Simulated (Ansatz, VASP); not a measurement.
## PtC: VASP beside Ansatz

Aim: how closely do two programs agree when they are given the same cell, functional and k mesh? The cell is generated by rule, not measured, and may not be a known phase. The cell is taken from a series of runs on this material, whose earlier steps may have relaxed, scaled, displaced or heated it; both programs get it as it stands.

Program: Ansatz 0.2.0. Level of theory: plane waves, with VASP 6.6.1 beside it; zone-centre phonons at LDA. Results are calculated unless marked as measured.

The structure was built from a prototype and need not be the compound's stable phase.

## 1. The structure

Symmetry: P6_3mc, No. 186, hexagonal system. Conventional cell: a = 3.159 Å, b = 3.159 Å, c = 5.778 Å, α = 90.00°, β = 90.00°, γ = 120.00°. Pt has 4 C at 1.99 to 2.08 Å nearest. C has 4 Pt at 1.99 to 2.08 Å nearest. Farther neighbours are not listed.

## 2. Ansatz: zone-centre phonons, LDA

Ansatz runs on its default PAW (the set named soft_2) files.

Second derivatives magnify differences that forces hide, and they need a tight electronic threshold.

input.yaml reads:

```yaml
crystal:
  lattice:
    - [3.1586945863, 0.0, 0.0]
    - [-1.5793472931, 2.7355097545, 0.0]
    - [0.0, 0.0, 5.7777226681]
  atoms:
    - { symbol: Pt, position: [0.3333333333, 0.6666666667, 0.0073871743] }
    - { symbol: Pt, position: [0.6666666667, 0.3333333333, 0.5073871743] }
    - { symbol: C, position: [0.3333333333, 0.6666666667, 0.3676128257] }
    - { symbol: C, position: [0.6666666667, 0.3333333333, 0.8676128257] }
kpoints:
  mp_grid: { grid: [15, 15, 8] }
hamiltonian:
  xc: lda
scf:
  occupations: { method: methfessel_paxton, width: 0.15 }
output:
  eigenvalues: true
phonons:
  method: dfpt
```

Started as:

```sh
> ansatz run input.yaml --threads 4 --pin off --max-ram 7168MiB --backend cpu --events-out ev --progress --plain --runs-dir out
```

Numbers of over 12 decimals in the logs are rounded to 6 here.

What it wrote:

```text
Engine: ansatz 0.2.0, aarch64-unknown-linux-gnu
Pseudopotentials: kind: paw
Pseudopotential: Pt, paw, valence charge 18, recommended cutoff 420 eV (normal), Pt.paw.azcp
Pseudopotential: C, paw, valence charge 4, recommended cutoff 420 eV (normal), C.paw.azcp
Functional definition: SPW92
  exchange = slater_x
  correlation = pw_c
Crystal: 4 atoms, lattice volume = 49.923 Å³
Basis set: ecut = 420 eV, 931 PW (Γ), exchange–correlation on 48×48×80 points (8 copies of the dense FFT grid, shifted against one another)
Bands: 27, of which v1, the nominal top of the filled ones, is band 22 counted from 1 (21 counted from 0)
Symmetry: 12 space group operations
k-points: 488 of 1800 (irreducible under 2 space group operations, time reversal used)
Non-local potential: Pt, projectors of the file, l = 0: 3, l = 1: 2, l = 2: 2, l = 3: 1
Non-local potential: C, projectors of the file, l = 0: 2, l = 1: 2, l = 2: 1
PAW form: soft (Blöchl's): semilocal exchange-correlation on the pseudo side does not see the compensation charge
PAW frozen core: Pt, regenerated for the run's functional, and the local potential with it (the file was generated under x = pbe(κ = 0.804, μ = 0.219515), c = pbe(β = 0.066725))
PAW frozen core: C, regenerated for the run's functional, and the local potential with it (the file was generated under x = pbe(κ = 0.804, μ = 0.219515), c = pbe(β = 0.066725))
PAW one-centre angular grid: Pt, 590 points (default); XC on 64 Gauss nodes
PAW one-centre angular grid: C, 110 points (default); XC on 64 Gauss nodes
Initial density: superposition of atomic densities (neutral atoms: chi_scale 0, normalization atom), corrected by the library's trained network
Initial wavefunctions: pseudopotential atomic-orbital guess
Functional: x = slater, c = lda
SCF iter   1: F=—  HF=-24972.167773 eV  |F-HF|=—  |Δ(HF+E_count)|=         —  Δρ=1.06e-2  dr2=3.87e-2  ethr=1.77e-3  ⟨swp⟩=5.4  Hψ=50961  notcnv=0
preconditioner: auto → Kerker (q_TF=auto, 2.671 Å⁻¹)  [metal: Δε(μ)=0.006 eV  Ē_g=8.995 eV  σ=0.150 eV  W_gap=0.04  n_scr=22 (ndim 8)  ℏωp=27.8 eV  f_vac=0.001  D(μ)=1.82/eV (n_scr^D=22)]
SCF iter   2: F=—  HF=-24972.159033 eV  |F-HF|=—  |Δ(HF+E_count)|=   8.74e-3  S|Δr|=    0.00e0  Δρ=5.38e-3  dr2=9.87e-3  ethr=8.80e-5  ⟨swp⟩=1.7  Hψ=20960  notcnv=0
SCF iter   3: F=—  HF=-24972.155901 eV  |F-HF|=—  |Δ(HF+E_count)|=   3.13e-3  S|Δr|=    0.00e0  Δρ=9.13e-4  dr2=4.80e-4  ethr=2.24e-5  ⟨swp⟩=2.0  Hψ=18778  notcnv=0
SCF iter   4: F=—  HF=-24972.155794 eV  |F-HF|=—  |Δ(HF+E_count)|=   1.08e-4  S|Δr|=    0.00e0  Δρ=2.23e-4  dr2=2.52e-5  ethr=1.09e-6  ⟨swp⟩=2.1  Hψ=18579  notcnv=0
SCF iter   5: F=—  HF=-24972.155794 eV  |F-HF|=—  |Δ(HF+E_count)|=   5.56e-7  S|Δr|=    0.00e0  Δρ=5.16e-5  dr2=1.39e-6  ethr=5.73e-8  ⟨swp⟩=1.9  Hψ=18662  notcnv=0
SCF iter   6: F=—  HF=-24972.155794 eV  |F-HF|=—  |Δ(HF+E_count)|=   5.64e-8  S|Δr|=    0.00e0  Δρ=1.33e-5  dr2=8.32e-8  ethr=3.17e-9  ⟨swp⟩=2.4  Hψ=20448  notcnv=0
SCF iter   7: F=—  HF=-24972.155794 eV  |F-HF|=—  |Δ(HF+E_count)|=   4.49e-9  S|Δr|=    0.00e0  Δρ=3.15e-6  dr2=5.21e-9  ethr=1.89e-10  ⟨swp⟩=2.8  Hψ=22940  notcnv=0
SCF iter   8: F=—  HF=-24972.155794 eV  |F-HF|=—  |Δ(HF+E_count)|=  2.26e-10  S|Δr|=    0.00e0  Δρ=5.63e-7  dr2=1.37e-10  ethr=1.18e-11  ⟨swp⟩=2.1  Hψ=19592  notcnv=0
SCF iter   9: F=-24972.155794 eV  HF=-24972.155794 eV  |F-HF|=3.64e-12  |Δ(HF+E_count)|=  3.64e-12  S|Δr|=    0.00e0  Δρ=1.10e-7  dr2=4.48e-12  ethr=1.00e-12  ⟨swp⟩=6.9  Hψ=57911  notcnv=0
SCF 1 converged in 9 iterations: F = -24972.155794 eV  dr2 = 4.48e-12
  greatest PAW one-centre occupation: 1.000 electrons in one spin orbital (limit 2), on the Pt atom at site 0 (counted from 0), in its partial waves of l = 0
DFPT response loops at Γ: preconditioner auto → Kerker (q_TF=auto, 2.671 Å⁻¹) (partly filled bands, converged f_vac=0.000); β = 1.00, the filter's whole step (`scf.mixing.beta` (0.50) is not read by the response loops under this deck's `scf.mixing.preconditioner`; to damp them name `kerker` or `kerker_dos`, under which they read `scf.mixing.beta`, and type it under 1.00, their step now; both keys bind the ground state too); Broyden in place of MSR1
SCF converged after 9 iterations
Stability not checked: this state was not tested for a lower state beside it, because cold or Methfessel-Paxton smearing, or corrected tetrahedra, fill the levels in a way that the test cannot read (fill_not_monotonic; see scf.lower_state_search)
Free energy (F): -24972.155794 eV
Harris-Foulkes:  -24972.155794 eV  (|F-HF|=3.64e-12)
Internal energy: -24972.154306 eV  (E = F + TS)
E sigma→0 (E₀):  -24972.155422 eV
Entropy (-TS):   -0.001488 eV (-0.372 meV/atom)
Fermi energy:    17.025761 eV
--- Per-component energies (eV) ---
  E_band       = -471.353307
  E_kinetic    = 1448.595768
  E_local      = -4029.184256  (includes V_loc(G=0)·N_el)
  E_nonlocal   = 467.358694
  E_hartree    = 1484.453921
  E_xc         = -615.278345
  E_vxc        = -722.859930  (∫ρ·V_xc dr)
  E_paw        = -18537.296879  (= ΣΔE_a)
  E_vpaw       = -604.171836  (= ΣTr[D̂ρ^β])
  E_aug_tail   = 0.000408  (compensation charges beyond the density's cutoff)
  E_ewald      = -5191.857021
  E_core_change = 1.053404  (= ΣΔE_core)
  E_smearing   = -0.001488  (= −TS)
  E_closure    = -0.000000  (closes the sum)
  Σ components = -24972.155794   (vs F -24972.155794, Δ=0.00e0)
--- Band table (eV; the first three rows and the last of 488) ---
  k-point 0: bands = [... 18 lower, 13.5796, 13.5796, 14.2342, 19.7235, 19.7554, 19.7554, 21.6543, 22.0061, ... 1 higher]
  k-point 1: bands = [... 18 lower, 13.5548, 13.5548, 14.5522, 19.6574, 19.8203, 19.8203, 21.6557, 21.8956, ... 1 higher]
  k-point 2: bands = [... 18 lower, 13.4800, 13.4800, 15.3767, 19.3585, 20.0147, 20.0147, 21.5964, 21.5964, ... 1 higher]
  k-point 487: bands = [... 18 lower, 14.0907, 14.1910, 15.0190, 15.9573, 16.4042, 18.1023, 19.2983, 20.0300, ... 1 higher]
--- Phonons (Γ-DFPT): 4 representative perturbations + reference, on 488 of 1800 k-points (Σ response iterations 14) ---
  k mesh reduced under 2 symmetry operations, with k and −k counted as one. Each operation leaves every solved perturbation unchanged. A smaller set is not used because it would not reduce the number of displacements times k-points to solve
  ASR residual: 3.289e-5 → 0.000e0 eV/Å²; symmetrization residual: 2.202e-6 eV/Å²
  ASR residual per site (eV/Å²): 3.29e-5 3.29e-5 8.60e-6 8.60e-6
  Γ frequencies (cm⁻¹): 0.00 0.00 0.00 58.55 58.55 143.24 466.56 551.51 551.51 553.23 553.23 573.23
  non-analytic LO–TO correction: not included (Born effective charges unavailable; polar crystals: no LO–TO splitting at Γ)
```

(Continued in part 2 of 2.)

[Lines on the potential files, build, host, timing and source positions are cut from VASP's logs without a mark.]

[Logs are printed without paths, hosts, clocks, repeated set-up lines and the standing remarks that a program may print on its own settings, such as how far it seeks lower states.]

[Hosts, paths, dates, database ids (printed as entryN), source tags and the programs' standing remarks are cut or masked in the printed files.]
